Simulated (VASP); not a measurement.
A convergence study with VASP on SnO2 (rutile): one setting is varied, all else stays as given below, so the limit is that of these other settings. Each run relaxes cell and ions from the cell shown.

```
CELL_PARAMETERS angstrom
      4.74000     0.00000     0.00000
      0.00000     4.74000     0.00000
      0.00000     0.00000     3.19000
ATOMIC_POSITIONS crystal
  Sn 0.00000 0.00000 0.00000
  Sn 0.50000 0.50000 0.50000
  O  0.30700 0.30700 0.00000
  O  0.80700 0.19300 0.50000
  O  0.19300 0.80700 0.50000
  O  0.69300 0.69300 0.00000
```

Level of theory: PBE GGA, VASP's PBE PAW potentials (set 64) (plane waves; VASP 6.6.1). The tightest run used: 700 eV cut-off, 7×7×11 Γ-centred mesh, Gaussian smearing of 0.050 eV, potentials Sn_d O.

Unless said otherwise, spin-orbit coupling is left out, though it shifts the bands of the heavy elements here. Gaps are read on the run's mesh, which can miss a band edge.

Problem. The settings run are 1×1×2 mesh; 2×2×3 mesh; 2×2×4 mesh; 3×3×5 mesh; 4×4×7 mesh; 5×5×8 mesh; 6×6×9 mesh; 6×6×10 mesh; 7×7×11 mesh. From which on does the relaxed volume stay within 0.05 Å³/atom of the tightest run?

Solution. From 2×2×3 mesh on: it is off by 0.030 there and by no more than 0.05 in any finer run, while 1×1×2 mesh is off by 0.206.
```json
[
 {"setting": "1×1×2 mesh", "relaxed volume (Å³/atom)": "12.391", "E (eV/atom)": "-6.0604", "gap on the mesh (eV)": "0.806", "irreducible k-points": "2", "difference judged (Å³/atom)": "0.206"},
 {"setting": "2×2×3 mesh", "relaxed volume (Å³/atom)": "12.567", "E (eV/atom)": "-6.2031", "gap on the mesh (eV)": "0.651", "irreducible k-points": "6", "difference judged (Å³/atom)": "0.030"},
 {"setting": "2×2×4 mesh", "relaxed volume (Å³/atom)": "12.586", "E (eV/atom)": "-6.2131", "gap on the mesh (eV)": "0.655", "irreducible k-points": "9", "difference judged (Å³/atom)": "0.011"},
 {"setting": "3×3×5 mesh", "relaxed volume (Å³/atom)": "12.593", "E (eV/atom)": "-6.2192", "gap on the mesh (eV)": "0.651", "irreducible k-points": "9", "difference judged (Å³/atom)": "0.005"},
 {"setting": "4×4×7 mesh", "relaxed volume (Å³/atom)": "12.597", "E (eV/atom)": "-6.2204", "gap on the mesh (eV)": "0.649", "irreducible k-points": "24", "difference judged (Å³/atom)": "0.000"},
 {"setting": "5×5×8 mesh", "relaxed volume (Å³/atom)": "12.597", "E (eV/atom)": "-6.2206", "gap on the mesh (eV)": "0.649", "irreducible k-points": "30", "difference judged (Å³/atom)": "0.000"},
 {"setting": "6×6×9 mesh", "relaxed volume (Å³/atom)": "12.597", "E (eV/atom)": "-6.2206", "gap on the mesh (eV)": "0.649", "irreducible k-points": "50", "difference judged (Å³/atom)": "0.000"},
 {"setting": "6×6×10 mesh", "relaxed volume (Å³/atom)": "12.597", "E (eV/atom)": "-6.2206", "gap on the mesh (eV)": "0.649", "irreducible k-points": "60", "difference judged (Å³/atom)": "0.000"},
 {"setting": "7×7×11 mesh", "relaxed volume (Å³/atom)": "12.597", "E (eV/atom)": "-6.2206", "gap on the mesh (eV)": "0.649", "irreducible k-points": "60", "difference judged (Å³/atom)": "0.000"}
]
```

Left out are rungs that failed or repeat a setting and relaxations that didn't move; long series are thinned to 24 rows.

The compound is SnO2 in the rutile structure.
